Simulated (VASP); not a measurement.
VASP runs on TiC (rock salt) share one base input (PBE GGA, plane waves, VASP's PBE PAW potentials (set 64)) and change the settings named in each case.

File POSCAR:
```
TiC
1
    0.0000000000     2.2083000000     2.2083000000
    2.2083000000     0.0000000000     2.2083000000
    2.2083000000     2.2083000000     0.0000000000
Ti C
1 1
Direct
  0.0000000000   0.0000000000   0.0000000000
  0.5000000000   0.5000000000   0.5000000000
```

File KPOINTS:
```
Automatic mesh
0
Gamma
13 13 13
0 0 0
```

INCAR:
```
# general
SYSTEM   =  TiC
PREC     =  Accurate
ENCUT    =  520
LREAL    =  .FALSE.
LASPH    =  .TRUE.

# electronic loop
EDIFF    =  1E-6
NELM     =  100
ALGO     =  Normal
LMAXMIX  =  4

# smearing
ISMEAR   =  1
SIGMA    =  0.1

# functional
GGA      =  PE

# ions
ISIF     =  2

# output
LWAVE    =  .FALSE.
LCHARG   =  .FALSE.
```

POTCAR, in this order: Ti_sv C (PBE.64 set). Program: vasp_std.

```json
[
 {"change": "base run", "E(σ→0) (eV/atom)": "-9.3307", "−TS (eV)": "-0.0002"},
 {"change": "ISMEAR = 0, SIGMA = 0.02", "E(σ→0) (eV/atom)": "-9.3307", "−TS (eV)": "-0.0001"},
 {"change": "SIGMA = 0.5", "E(σ→0) (eV/atom)": "-9.3309", "−TS (eV)": "0.0080"},
 {"change": "SIGMA = 0.01", "E(σ→0) (eV/atom)": "-9.3307", "−TS (eV)": "0.0000"},
 {"change": "ISMEAR = -1, SIGMA = 0.01", "E(σ→0) (eV/atom)": "-9.3307", "−TS (eV)": "-0.0002"},
 {"change": "SIGMA = 0.2", "E(σ→0) (eV/atom)": "-9.3308", "−TS (eV)": "0.0002"},
 {"change": "ISMEAR = -5, SIGMA removed", "E(σ→0) (eV/atom)": "-9.3306", "−TS (eV)": "0.0000"},
 {"change": "ISMEAR = -4, SIGMA removed", "E(σ→0) (eV/atom)": "-9.3268", "−TS (eV)": "0.0000"}
]
```

Left out are runs that ran out of time, are held back, or changed the cell or the kind of run, fixed moments of cells without a moment, rows past the twelfth, gaps on odd meshes, pressures of charged cells and columns that move by less than the noise.

The compound is TiC in the rock salt structure. The cell was not relaxed at this level.
